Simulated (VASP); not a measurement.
Input for VASP

File KPOINTS:
```
Automatic mesh
0
Gamma
7 7 7
0 0 0
```

POSCAR:
```
Si2Mo
1
    0.0000000000     3.0394870000     3.0394870000
    3.0394870000     0.0000000000     3.0394870000
    3.0394870000     3.0394870000     0.0000000000
Mo Si
1 2
Direct
  0.0000000000   0.0000000000   0.0000000000
  0.2500000000   0.2500000000   0.2500000000
  0.7500000000   0.7500000000   0.7500000000
```

INCAR:
```
SYSTEM = Si2Mo
PREC = Accurate
ENCUT = 180
EDIFF = 1E-6
NELM = 100
ALGO = Normal
LREAL = .FALSE.
LASPH = .TRUE.
ISMEAR = 1
SIGMA = 0.1
GGA = PE
LMAXMIX = 4
LWAVE = .FALSE.
LCHARG = .FALSE.
ISIF = 3
IBRION = 2
NSW = 40
EDIFFG = -0.01
```

POTCAR, in this order: Mo_sv Si (PBE.64 set). Program: vasp_std.

Task: Does this input run properly? What does VASP do?

Result: There is a fault: ENCUT is too low for a cell relaxation, so Pulay stress biases the volume. The run ends without an error. Against the sound run, the energy per atom (σ→0) drops by 0.432 eV/atom; the pressure rises by 0.06 GPa; the volume shrinks by 10 %.

### standard output
```
...
DAV:   6    -0.220580301358E+02    0.21407E-04   -0.30237E-04   712   0.809E-02    0.316E-02
DAV:   7    -0.220580308509E+02   -0.71512E-06   -0.17667E-05   768   0.238E-02    0.355E-03
DAV:   8    -0.220580306170E+02    0.23392E-06   -0.41818E-07   370   0.324E-03
   4 F= -.22058031E+02 E0= -.22057051E+02  d E =-.226468E+01
 curvature:  -0.06 expect dE=-0.144E-01 dE for cont linesearch -0.144E-01
 ZBRENT: interpolating
 opt :   0.2080  next Energy=   -22.084208 (dE=-0.229E+01)
 bond charge predicted
       N       E                     dE             d eps       ncg     rms          rms(c)
DAV:   1    -0.222379447685E+02   -0.17991E+00   -0.34391E+00   684   0.199E+01    0.494E+00
DAV:   2    -0.221129173993E+02    0.12503E+00   -0.14800E+00   670   0.856E+00    0.174E+00
DAV:   3    -0.220884405653E+02    0.24477E-01   -0.13086E-01   656   0.205E+00    0.407E-01
DAV:   4    -0.220860888739E+02    0.23517E-02   -0.94618E-03   635   0.826E-01    0.255E-01
DAV:   5    -0.220862152976E+02   -0.12642E-03   -0.29174E-04   775   0.146E-01    0.134E-01
DAV:   6    -0.220862234895E+02   -0.81919E-05   -0.97464E-05   670   0.495E-02    0.166E-02
DAV:   7    -0.220862236916E+02   -0.20216E-06   -0.63058E-06   803   0.140E-02
   5 F= -.22086224E+02 E0= -.22085359E+02  d E =-.229287E+01
 curvature:  -0.11 expect dE=-0.140E-04 dE for cont linesearch -0.140E-04
 ZBRENT: interpolating
 opt :   0.2122  next Energy=   -22.086238 (dE=-0.229E+01)
 bond charge predicted
       N       E                     dE             d eps       ncg     rms          rms(c)
DAV:   1    -0.220906871734E+02   -0.44637E-02   -0.11941E-01   684   0.373E+00    0.915E-01
DAV:   2    -0.220861478824E+02    0.45393E-02   -0.47409E-02   677   0.154E+00    0.263E-01
DAV:   3    -0.220855824497E+02    0.56543E-03   -0.30226E-03   670   0.308E-01    0.724E-02
DAV:   4    -0.220855162097E+02    0.66240E-04   -0.26186E-04   649   0.139E-01    0.475E-02
DAV:   5    -0.220855228298E+02   -0.66201E-05   -0.10833E-05   733   0.293E-02    0.242E-02
DAV:   6    -0.220855242731E+02   -0.14433E-05   -0.31888E-06   564   0.996E-03    0.256E-03
DAV:   7    -0.220855243486E+02   -0.75520E-07   -0.13010E-07   300   0.210E-03
   6 F= -.22085524E+02 E0= -.22084679E+02  d E =-.229217E+01
 curvature:  -0.11 expect dE=-0.666E-03 dE for cont linesearch -0.666E-03
 ZBRENT: accuracy reached
 trial: gam= 0.00000 g(F)=  0.128E-44 g(S)=  0.601E-02 ort =-0.365E+00 (trialstep = 0.842E+00)
 search vector abs. value=  0.601E-02
 bond charge predicted
       N       E                     dE             d eps       ncg     rms          rms(c)
DAV:   1    -0.221319222327E+02   -0.46398E-01   -0.11401E+00   684   0.115E+01    0.275E+00
DAV:   2    -0.220895405770E+02    0.42382E-01   -0.50669E-01   684   0.491E+00    0.864E-01
DAV:   3    -0.220823284731E+02    0.72121E-02   -0.38288E-02   656   0.109E+00    0.212E-01
DAV:   4    -0.220816717302E+02    0.65674E-03   -0.27928E-03   663   0.431E-01    0.131E-01
DAV:   5    -0.220817042172E+02   -0.32487E-04   -0.18868E-04   726   0.115E-01    0.811E-02
DAV:   6    -0.220816934913E+02    0.10726E-04   -0.53639E-05   691   0.423E-02    0.931E-03
DAV:   7    -0.220816932689E+02    0.22233E-06   -0.35828E-06   694   0.109E-02
   7 F= -.22081693E+02 E0= -.22080788E+02  d E =0.383108E-02
 trial-energy change:    0.003831  1 .order    0.003802   -0.005060    0.012664
 step:   0.2388(harm=  0.2405)  dis= 0.00000  next Energy=   -22.086241 (dE=-0.717E-03)
 bond charge predicted
       N       E                     dE             d eps       ncg     rms          rms(c)
DAV:   1    -0.221113805519E+02   -0.29687E-01   -0.58221E-01   684   0.820E+00    0.201E+00
DAV:   2    -0.220896295281E+02    0.21751E-01   -0.23568E-01   677   0.342E+00    0.613E-01
DAV:   3    -0.220865572367E+02    0.30723E-02   -0.16314E-02   670   0.715E-01    0.163E-01
DAV:   4    -0.220862097318E+02    0.34750E-03   -0.13778E-03   649   0.316E-01    0.104E-01
DAV:   5    -0.220862349039E+02   -0.25172E-04   -0.55256E-05   747   0.646E-02    0.547E-02
DAV:   6    -0.220862375940E+02   -0.26901E-05   -0.18124E-05   712   0.227E-02    0.616E-03
DAV:   7    -0.220862378007E+02   -0.20671E-06   -0.61063E-07   328   0.459E-03
   8 F= -.22086238E+02 E0= -.22085375E+02  d E =-.713452E-03
 curvature:  -0.12 expect dE=-0.608E-08 dE for cont linesearch -0.608E-08
 trial: gam=-0.00289 g(F)=  0.104E-44 g(S)=  0.506E-07 ort = 0.174E-04 (trialstep = 0.722E+00)
 search vector abs. value=  0.100E-09
 reached required accuracy - stopping structural energy minimisation
```

File OUTCAR:
```
------------------------ aborting loop because EDIFF is reached ----------------------------------------
  FORCE on cell =-STRESS in cart. coord.  units (eV):
  Direction    XX          YY          ZZ          XY          YZ          ZX
  --------------------------------------------------------------------------------------
  Total        0.0010237      0.0010237      0.0010237      0.0000000      0.0000000     -0.0000000
  in kB        0.0365310      0.0365310      0.0365310      0.0000000      0.0000000     -0.0000000
  external PRESSURE =       0.0365310 kB  Pullay stress =       0.0000000 kB
  volume of cell :       44.90
      direct lattice vectors                 reciprocal lattice vectors
     0.000000000  2.820983140  2.820983140    -0.177243172  0.177243172  0.177243172
     2.820983140  0.000000000  2.820983140     0.177243172 -0.177243172  0.177243172
     2.820983140  2.820983140 -0.000000000     0.177243172  0.177243172 -0.177243172
 POSITION                                       TOTAL-FORCE (eV/Angst)
 -----------------------------------------------------------------------------------
      0.00000      0.00000      0.00000        -0.000000     -0.000000      0.000000
      1.41049      1.41049      1.41049         0.000000     -0.000000      0.000000
      4.23147      4.23147      4.23147         0.000000      0.000000     -0.000000
 -----------------------------------------------------------------------------------
    total drift:                               -0.000000     -0.000000      0.000000
  FREE ENERGIE OF THE ION-ELECTRON SYSTEM (eV)
  ---------------------------------------------------
  free  energy   TOTEN  =       -22.0862378007 eV

  energy  without entropy=      -22.0836496259  energy(sigma->0) =      -22.08537508

 reached required accuracy - stopping structural energy minimisation
```
(Selected blocks of OUTCAR.)

To mend it, set ENCUT = 400.

The mended run (PBE GGA, plane waves, VASP's PBE PAW potentials (set 64)) converges, and its OSZICAR ends with
```
   4 F= -.20789126E+02 E0= -.20787983E+02  d E =-.254105E+00
```

The structure was generated: Si2Mo was put into the fluorite type (Fm-3m), which need not be its known phase.
